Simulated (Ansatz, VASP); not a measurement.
**ZnCd2Se3 in VASP and in Ansatz**

File INCAR:

```
PREC = Accurate
ENCUT = 520
EDIFF = 1E-6
ISMEAR = 0
SIGMA = 0.1
LREAL = F
LASPH = T
NELM = 100
ALGO = Normal
ISIF = 2
LWAVE = F
LCHARG = F
GGA = PE
NBANDS = 66
```

The input KPOINTS:

```
Automatic mesh
0
Gamma
  6 6 1
```

POSCAR

```
ZnCd2Se3
1.0
    4.2617126143      0.0000000000      0.0000000000
   -2.1308563072      3.6907513876      0.0000000000
    0.0000000000      0.0000000000     21.0996504000
Zn Cd Se
2 4 6
Direct
    0.0000000000      0.0000000000      0.9928190000
    0.6666666667      0.3333333333      0.8400920000
    0.0000000000      0.0000000000      0.3308760000
    0.0000000000      0.0000000000      0.6780640000
    0.6666666667      0.3333333333      0.1573360000
    0.6666666667      0.3333333333      0.5043440000
    0.0000000000      0.0000000000      0.1106470000
    0.0000000000      0.0000000000      0.4575090000
    0.0000000000      0.0000000000      0.8051030000
    0.6666666667      0.3333333333      0.2840140000
    0.6666666667      0.3333333333      0.6309490000
    0.6666666667      0.3333333333      0.9582450000
```

Input for Ansatz:

```yaml
crystal:
  lattice:
    - [4.2617126143, 0.0, 0.0]
    - [-2.1308563072, 3.6907513876, 0.0]
    - [0.0, 0.0, 21.0996504]
  atoms:
    - { symbol: Zn, position: [0.0, 0.0, 0.992819] }
    - { symbol: Zn, position: [0.6666666667, 0.3333333333, 0.840092] }
    - { symbol: Cd, position: [0.0, 0.0, 0.330876] }
    - { symbol: Cd, position: [0.0, 0.0, 0.678064] }
    - { symbol: Cd, position: [0.6666666667, 0.3333333333, 0.157336] }
    - { symbol: Cd, position: [0.6666666667, 0.3333333333, 0.504344] }
    - { symbol: Se, position: [0.0, 0.0, 0.110647] }
    - { symbol: Se, position: [0.0, 0.0, 0.457509] }
    - { symbol: Se, position: [0.0, 0.0, 0.805103] }
    - { symbol: Se, position: [0.6666666667, 0.3333333333, 0.284014] }
    - { symbol: Se, position: [0.6666666667, 0.3333333333, 0.630949] }
    - { symbol: Se, position: [0.6666666667, 0.3333333333, 0.958245] }
basis:
  ecutwfc: 420
kpoints:
  mp_grid: { grid: [6, 6, 1] }
hamiltonian:
  xc: pbe
scf:
  occupations: { method: gaussian, width: 0.1 }
  lower_state_search: "off"
output:
  forces: true
  stress: true
  eigenvalues: true
```

Alike in both runs: task single point; functional PBE; k mesh 6 × 6 × 1; occupations gaussian, width 0.1 eV; no spin polarisation.

```csv
,VASP,Ansatz
version,VASP 6.6.1,Ansatz 0.2.0
potentials or method,"VASP PAW PBE potentials, release 64 (Zn, Cd, Se)","scalar-relativistic, plane waves, PAW"
plane-wave cutoff (eV),520,420
valence electrons in the cell,108,200
```

```csv
,VASP,Ansatz,Ansatz less VASP
gap on the k mesh at the Fermi level (eV),0.57,0.58,+0.003
least direct gap on the mesh (eV),0.57,0.58,+0.003
pressure (GPa),0.2,0.0,-0.25
rms of the force components (eV/Å),0.005,0.003,-0.0022
```

Atom by atom the forces differ by 0.004 eV/Å (rms over components). The functional is the same, so the differences come from potentials, cutoffs and numerics. The two sets of potentials don't hold the same shells in valence.
